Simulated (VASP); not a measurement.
These are r2SCAN meta-GGA, VASP's PBE PAW potentials (set 64) (plane waves; VASP 6.6.1) values and carry that method's errors.

A VASP calculation is set up with these files.

**POSCAR**
```
Cd
1
    2.9915676430     0.0000000000     0.0000000000
   -1.4957838215     2.5907738761     0.0000000000
    0.0000000000     0.0000000000     5.6287516268
Cd
2
Direct
  0.6666670000   0.3333330000   0.7500000000
  0.3333330000   0.6666670000   0.2500000000
```

INCAR:
```
SYSTEM = Cd
PREC = Normal
ENCUT = 400
EDIFF = 1E-5
NELM = 100
ALGO = Normal
LREAL = .FALSE.
LASPH = .TRUE.
ISMEAR = 1
SIGMA = 0.1
METAGGA = R2SCAN
LMIXTAU = .TRUE.
LMAXMIX = 4
LWAVE = .FALSE.
LCHARG = .FALSE.
NELMIN = 4
IBRION = 2
ISIF = 2
NSW = 20
EDIFFG = -0.03
```

**KPOINTS**
```
Automatic mesh
0
gamma
16 16 7
0 0 0
```

POTCAR, in this order: Cd (PBE.64 set). Program: vasp_std.

Q: Predict the energy per atom (σ→0), band gap (on the k-mesh).

A: 
```
Item                                                        Result
------------------------  ----------------------------------------
energy per atom (σ→0)                              -20.097 eV/atom
band gap (on the k-mesh)  none (metal, semimetal or under 0.01 eV)
```

**OSZICAR**
```
...
DAV:  16    -0.401931237409E+02   -0.21269E-02   -0.11900E-03  4120   0.288E-01    0.181E-01
DAV:  17    -0.401933623421E+02   -0.23860E-03   -0.10420E-03  4200   0.250E-01    0.653E-02
DAV:  18    -0.401933409697E+02    0.21372E-04   -0.10952E-05  3352   0.285E-02    0.555E-02
DAV:  19    -0.401933277581E+02    0.13212E-04   -0.79671E-07  2112   0.821E-03    0.542E-02
DAV:  20    -0.401934114913E+02   -0.83733E-04   -0.20444E-05  3008   0.303E-02    0.563E-02
DAV:  21    -0.401935309670E+02   -0.11948E-03   -0.10138E-04  4168   0.766E-02    0.344E-02
DAV:  22    -0.401935272094E+02    0.37576E-05   -0.71597E-06  2528   0.260E-02
   1 F= -.40193527E+02 E0= -.40193368E+02  d E =-.401935E+02
```

The compound is Cd in the hcp structure. It was relaxed first.
